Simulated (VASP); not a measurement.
HfSi2B4:

```xyz
7
Lattice="3.2821 0.0000 0.0000 0.0000 3.2821 0.0000 0.0000 0.0000 7.6013" Properties=species:S:1:pos:R:3 pbc="T T T"
Hf    1.6411    1.6411    3.8007
Si    1.6411    0.0000    5.7058
Si    0.0000    1.6411    1.8955
B     1.6411    0.0000    2.6600
B     0.0000    1.6411    4.9413
B     1.6411    1.6411    0.0000
B     0.0000    0.0000    0.0000
```

The cell was built by a generator and needn't be a form met in nature.

| Property | Result |
| --- | --- |
| Program | VASP 6.6.1 |
| Task | relaxation of cell and atoms |
| Functional | PBE |
| Potentials or basis | VASP PAW PBE potentials, release 64 (Hf_pv, Si, B) |
| Cutoff | 520 eV |
| k mesh | 5 × 5 × 3 |
| Occupations | gaussian, width 0.15 eV |
| Spin | no spin polarisation |

At the start: pressure 15.2 GPa; volume 11.70 Å³/atom.

Question: Where does the relaxation end?

Answer: Over 8 steps the energy falls by 725.6 meV/atom and the volume is 10.77 Å³/atom (-8.0 %); space group P-4m2 (No. 115, to 0.05 Å).

Step by step:
| step | energy change (eV) | largest force (eV/Å) | pressure (GPa) | volume (Å³) |
| --- | --- | --- | --- | --- |
| 1 | 0.0000 | 6.0482 | 15.21 | 81.88 |
| 2 | -2.7806 | 1.2787 | -17.25 | 95.65 |
| 3 | -2.7959 | 1.4756 | -15.75 | 94.53 |
| 4 | -4.5706 | 1.0130 | -9.91 | 82.63 |
| 5 | -5.0568 | 0.3192 | 1.33 | 74.95 |
| 6 | -5.0570 | 0.2709 | 2.01 | 74.59 |
| 7 | -5.0791 | 0.0847 | 0.19 | 75.38 |
| 8 | -5.0792 | 0.0760 | 0.22 | 75.36 |

Final structure:
```cif
data_structure
_symmetry_space_group_name_H-M 'P 1'
_symmetry_Int_Tables_number 1
_cell_length_a 3.0650
_cell_length_b 3.0650
_cell_length_c 8.0224
_cell_angle_alpha 90.000
_cell_angle_beta 90.000
_cell_angle_gamma 90.000
_cell_volume 75.36
loop_
_atom_site_label
_atom_site_type_symbol
_atom_site_fract_x
_atom_site_fract_y
_atom_site_fract_z
_atom_site_occupancy
Hf1 Hf 0.50000 0.50000 0.50000 1
Si1 Si 0.50000 0.00000 0.79931 1
Si2 Si 0.00000 0.50000 0.20069 1
B1 B 0.50000 0.00000 0.27399 1
B2 B 0.00000 0.50000 0.72601 1
B3 B 0.50000 0.50000 0.00000 1
B4 B 0.00000 0.00000 0.00000 1
```

Caveat: the k mesh is coarse (spacing up to 0.38 Å⁻¹), so the values aren't converged; the relaxation stopped at a loose force limit of 0.08 eV/Å, so its end isn't a converged minimum.
